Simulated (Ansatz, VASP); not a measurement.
**Cu3SeCl (antiperovskite type (invented)) in two plane-wave programs**

One calculation is typed for both programs; each brings its own data sets. How far apart do they land? The cell is generated by rule, not measured, and may not be a known phase. The cell is taken from a series of runs on this material, whose earlier steps may have relaxed, scaled, displaced or heated it; both programs get it as it stands.

Program: Ansatz 0.2.0. Level of theory: plane waves, with VASP 6.6.1 beside it; relaxation of cell and atoms at PBEsol and zone-centre phonons at PBEsol. Results are calculated unless marked as measured.

## Step 1: Starting point

It takes space group Pm-3m (No. 221, cubic). The conventional cell has a = 4.537 Å, b = 4.537 Å, c = 4.537 Å, α = 90.00°, β = 90.00°, γ = 90.00°. Nearest to Cl lie 12 Cu at 3.21 Å. Se has 6 Cu at 2.27 Å nearest. Nearest to Cu lie 2 Se at 2.27 Å. Farther neighbours and most contacts between anions are not listed.

## Step 2: Ansatz: relaxation of cell and atoms, PBEsol, pair 1

Ansatz runs on its default PAW (the set named soft_2) files.

The relaxed volume is the usual yardstick between codes: in a stiff, nearly cubic crystal its relative difference is about their pressure difference at one cell divided by the bulk modulus.

Input file input.yaml:

```yaml
crystal:
  lattice:
    - [4.536791016, 0.0, 0.0]
    - [0.0, 4.536791016, 0.0]
    - [0.0, 0.0, 4.536791016]
  atoms:
    - { symbol: Cl, position: [0.0, 0.0, 0.0] }
    - { symbol: Se, position: [0.5, 0.5, 0.5] }
    - { symbol: Cu, position: [0.5, 0.5, 0.0] }
    - { symbol: Cu, position: [0.5, 0.0, 0.5] }
    - { symbol: Cu, position: [0.0, 0.5, 0.5] }
kpoints:
  mp_grid: { grid: [6, 6, 6] }
hamiltonian:
  xc: pbesol
scf:
  occupations: { method: fixed }
output:
  forces: true
  stress: true
  eigenvalues: true
relax:
  adjacent_minimum: "off"
  f_tol: 0.001
  max_steps: 60
  cell: { stress_tol: 0.01 }
```

Launch:

```console
ansatz run input.yaml --threads 4 --pin off --max-ram 9216MiB --backend cpu --events-out ev --progress --plain --runs-dir out
```

Numbers of over 12 decimals in the logs are rounded to 6 here.

The program printed:

```text
Engine: ansatz 0.2.0, x86_64-unknown-linux-gnu
Pseudopotentials: kind: paw
Pseudopotential: Cl, paw, valence charge 7, recommended cutoff 420 eV (normal), Cl.paw.azcp
Pseudopotential: Se, paw, valence charge 16, recommended cutoff 420 eV (normal), Se.paw.azcp
Pseudopotential: Cu, paw, valence charge 19, recommended cutoff 420 eV (normal), Cu.paw.azcp
Functional definition: PBEsol
  exchange = pbesol_x
  correlation = pbesol_c
Crystal: 5 atoms, lattice volume = 93.378 Å³
Basis set: ecut = 420 eV, 1839 PW (Γ), exchange–correlation on 64×64×64 points (8 copies of the dense FFT grid, shifted against one another)
Bands: 48, of which v1, the nominal top of the filled ones, is band 40 counted from 1 (39 counted from 0)
Symmetry: 48 space group operations
Space group: Pm-3m (ITA 221), of the structure as read, at distance tolerance 4.5e-5 Å
k-points: 20 of 216
Non-local potential: Cl, projectors of the file, l = 0: 2, l = 1: 2, l = 2: 2
Non-local potential: Se, projectors of the file, l = 0: 2, l = 1: 2, l = 2: 3, l = 3: 1
Non-local potential: Cu, projectors of the file, l = 0: 3, l = 1: 2, l = 2: 3, l = 3: 1
PAW form: soft (Blöchl's): semilocal exchange-correlation on the pseudo side does not see the compensation charge
PAW frozen core: Cl, regenerated for the run's functional, and the local potential with it (the file was generated under x = pbe(κ = 0.804, μ = 0.219515), c = pbe(β = 0.066725))
PAW frozen core: Se, regenerated for the run's functional, and the local potential with it (the file was generated under x = pbe(κ = 0.804, μ = 0.219515), c = pbe(β = 0.066725))
PAW frozen core: Cu, regenerated for the run's functional, and the local potential with it (the file was generated under x = pbe(κ = 0.804, μ = 0.219515), c = pbe(β = 0.066725))
PAW one-centre angular grid: Cl, 110 points (default); XC on 64 Gauss nodes
PAW one-centre angular grid: Se, 590 points (default); XC on 64 Gauss nodes
PAW one-centre angular grid: Cu, 590 points (default); XC on 64 Gauss nodes
Initial density: superposition of atomic densities (neutral atoms: chi_scale 0, normalization atom), corrected by the library's trained network
Initial wavefunctions: pseudopotential atomic-orbital guess
Functional: x = pbesol(κ = 0.804, μ = 0.123457), c = pbesol(β = 0.046)
SCF iter   1: F=—  HF=-26250.518120 eV  |F-HF|=—  |Δ(HF+E_count)|=         —  Δρ=9.56e-3  dr2=5.21e-2  ethr=1.77e-3  ⟨swp⟩=4.5  Hψ=3159  notcnv=0  defer=112
preconditioner: auto → Resta (q_TF=auto, 2.659 Å⁻¹)  ε∞=10.2  [insulator: Δε(μ)=1.443 eV  Ē_g=8.594 eV  n_scr=26 (ndim 8)  ℏωp=26.1 eV  f_vac=0.043  ε∞_Penn≈10.2]
SCF iter   2: F=—  HF=-26250.510152 eV  |F-HF|=—  |Δ(HF+E_count)|=   7.97e-3  Δρ=6.26e-3  dr2=2.37e-2  ethr=6.51e-5  ⟨swp⟩=2.0  Hψ=1851  notcnv=0  defer=114
SCF iter   3: F=—  HF=-26250.503019 eV  |F-HF|=—  |Δ(HF+E_count)|=   7.13e-3  Δρ=2.21e-3  dr2=4.07e-3  ethr=2.96e-5  ⟨swp⟩=2.0  Hψ=1330  notcnv=0  defer=115
SCF iter   4: F=—  HF=-26250.502044 eV  |F-HF|=—  |Δ(HF+E_count)|=   9.75e-4  Δρ=5.58e-4  dr2=4.06e-4  ethr=5.08e-6  ⟨swp⟩=2.0  Hψ=1391  notcnv=0  defer=115
SCF iter   5: F=—  HF=-26250.502027 eV  |F-HF|=—  |Δ(HF+E_count)|=   1.74e-5  Δρ=2.15e-4  dr2=5.20e-5  ethr=5.07e-7  ⟨swp⟩=2.0  Hψ=1396  notcnv=0  defer=98
SCF iter   6: F=—  HF=-26250.502056 eV  |F-HF|=—  |Δ(HF+E_count)|=   2.95e-5  Δρ=1.19e-4  dr2=9.13e-6  ethr=6.50e-8  ⟨swp⟩=2.0  Hψ=1384  notcnv=0  defer=54
SCF iter   7: F=—  HF=-26250.502057 eV  |F-HF|=—  |Δ(HF+E_count)|=   9.10e-7  Δρ=3.19e-5  dr2=8.35e-7  ethr=1.14e-8  ⟨swp⟩=2.0  Hψ=1357  notcnv=0  defer=54
SCF iter   8: F=—  HF=-26250.502057 eV  |F-HF|=—  |Δ(HF+E_count)|=   1.69e-7  Δρ=1.39e-5  dr2=1.54e-7  ethr=1.04e-9  ⟨swp⟩=1.9  Hψ=1133  notcnv=0  defer=54
SCF iter   9: F=-26250.502057 eV  HF=-26250.502057 eV  |F-HF|=3.78e-10  |Δ(HF+E_count)|=   8.15e-9  Δρ=3.79e-6  dr2=7.76e-9  ethr=1.25e-10  ⟨swp⟩=9.8  Hψ=4466  notcnv=0
SCF 1 converged in 9 iterations: F = -26250.502057 eV  dr2 = 7.76e-9
  greatest PAW one-centre occupation: 1.000 electrons in one spin orbital (limit 2), on the Cu atom at site 4 (counted from 0), in its partial waves of l = 0
relax step   1: F+E_penalty+E_count = -26250.50205731 eV  Δ(F+E_penalty+E_count) = +0.000e0 eV  max|allowed force component| = 5.337e-29 eV/Å  Δτ_max = 0.0000 Å  P = +0.001 GPa  Ω = 93.378 Å³  (9 SCF iters, dr2 threshold 1.00e-7 eV, accepted)
Initial density: handed on by an earlier stage of this run
Initial wavefunctions: pseudopotential atomic-orbital guess (no wavefunctions were taken with the density)
iter 1 solved again at ethr=1.20e-7 eV; its pass at ethr=3.10e-3 eV (dr2=9.57e-5 eV) is discarded
SCF iter   1: F=—  HF=-26250.502078 eV  |F-HF|=—  |Δ(HF+E_count)|=         —  Δρ=4.03e-6  dr2=8.28e-9  ethr=1.20e-7  ⟨swp⟩=3.0  Hψ=5253  notcnv=0  defer=114
eigensolver tolerance schedule: the retry pair's looser diagonalisation over-reported the residual by 11555.40 of it (diagonalisation noise at 0.80 of the residual, at the tolerance the schedule requests for it); recorded, not acted on — ethr = c·dr2/N_el stays at c = 1.0e-1
preconditioner: auto → Resta (q_TF=auto, 2.659 Å⁻¹)  ε∞=10.1  [insulator: Δε(μ)=1.510 eV  Ē_g=8.659 eV  n_scr=26 (ndim 8)  ℏωp=26.1 eV  f_vac=0.038  ε∞_Penn≈10.1]
SCF iter   2: F=—  HF=-26250.502057 eV  |F-HF|=—  |Δ(HF+E_count)|=   2.06e-5  Δρ=1.25e-6  dr2=1.19e-9  ethr=1.03e-11  ⟨swp⟩=3.1  Hψ=2368  notcnv=0  defer=104
SCF iter   3: F=—  HF=-26250.502057 eV  |F-HF|=—  |Δ(HF+E_count)|=   1.59e-9  Δρ=3.59e-6  dr2=7.30e-9  ethr=1.49e-12  ⟨swp⟩=2.0  Hψ=1706  notcnv=0  defer=104  recentre
SCF iter   4: F=—  HF=-26250.502057 eV  |F-HF|=—  |Δ(HF+E_count)|=   1.68e-9  Δρ=3.97e-7  dr2=6.87e-11  ethr=1.49e-12  ⟨swp⟩=2.0  Hψ=1706  notcnv=0  defer=104
SCF iter   5: F=—  HF=-26250.502057 eV  |F-HF|=—  |Δ(HF+E_count)|=  9.46e-11  Δρ=2.43e-7  dr2=3.22e-11  ethr=1.00e-12  ⟨swp⟩=1.0  Hψ=906  notcnv=0  defer=104
SCF iter   6: F=—  HF=-26250.502057 eV  |F-HF|=—  |Δ(HF+E_count)|=  2.18e-11  Δρ=1.16e-7  dr2=9.23e-12  ethr=1.00e-12  ⟨swp⟩=1.0  Hψ=906  notcnv=0  defer=104
SCF iter   7: F=-26250.502057 eV  HF=-26250.502057 eV  |F-HF|=7.28e-12  |Δ(HF+E_count)|=  7.28e-12  Δρ=3.25e-8  dr2=5.25e-13  ethr=1.00e-12  ⟨swp⟩=9.9  Hψ=5313  notcnv=0
SCF 2 converged in 7 iterations: F = -26250.502057 eV  dr2 = 5.25e-13
relax step   2: F+E_penalty+E_count = -26250.50205731 eV  Δ(F+E_penalty+E_count) = -1.299e-9 eV  max|allowed force component| = 6.612e-29 eV/Å  Δτ_max = 0.0000 Å  P = +0.001 GPa  Ω = 93.378 Å³  stress off target by 8.08e-4 GPa  SCF on the basis re-selected at this cell (its energy is not comparable with the rows above)  (7 SCF iters)
basis re-selected at this cell: Δ(F+E_penalty+E_count) = -1.299e-9 eV, ΔP = -0.000 GPa vs the last step (what re-selecting the basis moved, of the pressure what is left beyond the Pulay correction that the steps carried, after the strain that the cell walked since its last selection, with what the two solves' SCF thresholds leave and, on support functions, any second-order correction that the steps lacked; it is no m [...]
SCF converged after 7 iterations
Free energy (F): -26250.502057 eV
Harris-Foulkes:  -26250.502057 eV  (|F-HF|=7.28e-12)
Internal energy: -26250.502057 eV  (E = F + TS)
E sigma→0 (E₀):  -26250.502057 eV
Fermi energy:    8.581629 eV
--- Per-component energies (eV) ---
  E_band       = -1846.280771
  E_kinetic    = 1182.045223
  E_local      = -19352.862182  (includes V_loc(G=0)·N_el)
  E_nonlocal   = 655.907468
  E_hartree    = 8711.819249
  E_xc         = -469.102997
  E_vxc        = -556.038105  (∫ρ·V_xc dr)
  E_paw        = -7427.349029  (= ΣΔE_a)
  E_vpaw       = -1198.971761  (= ΣTr[D̂ρ^β])
  E_aug_tail   = 0.000151  (compensation charges beyond the density's cutoff)
  E_ewald      = -9552.665429
  E_core_change = 1.705489  (= ΣΔE_core)
  E_smearing   = -0.000000  (= −TS)
  E_closure    = 0.000000  (closes the sum)
  Σ components = -26250.502057   (vs F -26250.502057, Δ=0.00e0)
--- Forces (eV/Å), atoms counted from 1 ---
  atom   1  Cl    -0.00000000     0.00000000    -0.00000000
  atom   2  Se     0.00000000    -0.00000000     0.00000000
  atom   3  Cu     0.00000000     0.00000000     0.00000000
  atom   4  Cu     0.00000000    -0.00000000     0.00000000
  atom   5  Cu     0.00000000    -0.00000000     0.00000000
  max |Σ_I F_I| component: 2.01e-28 eV/Å
--- Stress (GPa, compression-positive) ---
        0.000808       0.000000       0.000000
        0.000000       0.000808      -0.000000
        0.000000      -0.000000       0.000808
  P = ⅓ Tr σ = 0.0008 GPa (0.008 kbar)
--- Band table (eV; the first three rows and the last of 20) ---
  k-point 0: bands = [... 36 lower, 7.2821, 7.2821, 7.2821, 7.4896, 10.1017, 10.5957, 10.5957, 16.9858, ... 4 higher]
  k-point 1: bands = [... 36 lower, 7.3174, 7.3630, 7.3630, 7.4587, 10.5272, 10.6877, 11.2330, 15.6766, ... 4 higher]
  k-point 2: bands = [... 36 lower, 7.4504, 7.5716, 7.5716, 7.6221, 10.9337, 11.1287, 13.0938, 14.2530, ... 4 higher]
  k-point 19: bands = [... 36 lower, 7.3769, 8.2190, 8.2190, 8.2190, 12.4932, 12.4932, 12.4932, 15.8018, ... 4 higher]
--- Relaxed structure (1 steps of the walk, 1 accepted, 1 SCFs on fresh bases) ---
  F+E_penalty+E_count = -26250.50205731 eV   max|allowed force component| = 6.612e-29 eV/Å   (the final SCF, on the basis selected at the relaxed cell)
  cell:  # Å, volume = 93.3784 Å³
    - [4.536791016, 0.0, 0.0]
    - [0.0, 4.536791016, 0.0]
    - [0.0, 0.0, 4.536791016]
  atoms:
    - { symbol: Cl, position: [0.0, 0.0, 0.0] }
    - { symbol: Se, position: [0.5, 0.5, 0.5] }
    - { symbol: Cu, position: [0.5, 0.5, 0.0] }
    - { symbol: Cu, position: [0.5, 0.0, 0.5] }
    - { symbol: Cu, position: [0.0, 0.5, 0.5] }
```

Reading the cycles: dr2 is the Hartree energy of the density residual (eV), the measure of convergence; HF is the Harris–Foulkes estimate of the energy, which meets the free energy F at convergence.

[end of part 1 of 3]

[Lines on the potential files, build, host, timing and source positions are cut from VASP's logs without a mark.]

[Logs are printed without paths, hosts, clocks, repeated set-up lines and the standing remarks that a program may print on its own settings, such as how far it seeks lower states.]

[Hosts, paths, dates, database ids (printed as entryN), source tags and the programs' standing remarks are cut or masked in the printed files.]
